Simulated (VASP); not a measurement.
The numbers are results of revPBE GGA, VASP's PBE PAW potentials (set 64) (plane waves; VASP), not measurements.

The input files of a VASP run:

File KPOINTS:
```
Automatic mesh
0
Gamma
10 10 6
0 0 0
```

**POSCAR**
```
Y
1.0
  1.8512410000  -3.2040250000   0.0000000000
  1.8512410000   3.2040250000   0.0000000000
  0.0000000000   0.0000000000   5.8826210000
Y
2
Cartesian
  1.8512410000   1.0680104694   1.4706552500
  1.9189593958  -1.0680104694   4.4119657500
```

INCAR:
```
! general
SYSTEM  = Y
PREC    = Accurate
ENCUT   = 400
LREAL   = F
LASPH   = T

! electronic loop
EDIFF   = 1E-6
NELM    = 100
ALGO    = Normal
LMAXMIX = 4

! smearing
ISMEAR  = 1
SIGMA   = 0.1

! functional
GGA     = RE

! ions
ISIF    = 2

! output
LWAVE   = F
LCHARG  = F
```

POTCAR, in this order: Y_sv (PBE.64 set). Program: vasp_std.

Output

OSZICAR:
```
       N       E                     dE             d eps       ncg     rms          rms(c)
DAV:   1     0.771090287587E+02    0.77109E+02   -0.10271E+04  6312   0.115E+03
DAV:   2    -0.551284588699E+01   -0.82622E+02   -0.81734E+02  7732   0.252E+02
DAV:   3    -0.125981282548E+02   -0.70853E+01   -0.70223E+01 11876   0.443E+01
DAV:   4    -0.127317107450E+02   -0.13358E+00   -0.13352E+00  6956   0.707E+00
DAV:   5    -0.127357820300E+02   -0.40713E-02   -0.40711E-02  9172   0.915E-01    0.313E+01
DAV:   6    -0.123943227744E+02    0.34146E+00   -0.46675E-01  6240   0.489E+00    0.194E+01
DAV:   7    -0.123340513425E+02    0.60271E-01   -0.90982E-01  7585   0.637E+00    0.184E+00
DAV:   8    -0.123249038050E+02    0.91475E-02   -0.18540E-01  7682   0.272E+00    0.155E+00
DAV:   9    -0.123236583436E+02    0.12455E-02   -0.29854E-03  9325   0.387E-01    0.306E-01
DAV:  10    -0.123237176651E+02   -0.59321E-04   -0.26125E-03  6492   0.512E-01    0.483E-01
DAV:  11    -0.123235731066E+02    0.14456E-03   -0.30511E-04  6590   0.173E-01    0.376E-02
DAV:  12    -0.123235684824E+02    0.46243E-05   -0.30918E-05  7111   0.521E-02    0.283E-02
DAV:  13    -0.123235710850E+02   -0.26026E-05   -0.69658E-06  6618   0.276E-02    0.266E-03
DAV:  14    -0.123235710606E+02    0.24353E-07   -0.13665E-07  3729   0.241E-03
   1 F= -.12323571E+02 E0= -.12324044E+02  d E =0.141817E-02
```

OUTCAR:
```
------------------------ aborting loop because EDIFF is reached ----------------------------------------
  FORCE on cell =-STRESS in cart. coord.  units (eV):
  Direction    XX          YY          ZZ          XY          YZ          ZX
  --------------------------------------------------------------------------------------
  Total       -0.3899957     -0.3777519     -1.0535565     -0.0774875      0.0000000      0.0000000
  in kB       -8.9538676     -8.6727649    -24.1884863     -1.7790263      0.0000000      0.0000000
  external PRESSURE =     -13.9383729 kB  Pullay stress =       0.0000000 kB
  volume of cell :       69.78
      direct lattice vectors                 reciprocal lattice vectors
     1.851241000 -3.204025000  0.000000000     0.270089092 -0.156053714  0.000000000
     1.851241000  3.204025000  0.000000000     0.270089092  0.156053714  0.000000000
     0.000000000  0.000000000  5.882621000     0.000000000  0.000000000  0.169992253
 POSITION                                       TOTAL-FORCE (eV/Angst)
 -----------------------------------------------------------------------------------
      1.85124      1.06801      1.47066         0.078644     -0.003713      0.000000
      1.91896     -1.06801      4.41197        -0.078644      0.003713     -0.000000
 -----------------------------------------------------------------------------------
    total drift:                               -0.000005     -0.000000      0.000000
  FREE ENERGIE OF THE ION-ELECTRON SYSTEM (eV)
  ---------------------------------------------------
  free  energy   TOTEN  =       -12.3235710606 eV

  energy  without entropy=      -12.3249892273  energy(sigma->0) =      -12.32404378
```
(Selected blocks of OUTCAR.)

The compound is Y in the hcp structure. The cell was not relaxed at this level, atoms are displaced from their ideal sites. The run is one of a series of settings (GGA = RE against the base run), some of them coarse on purpose.
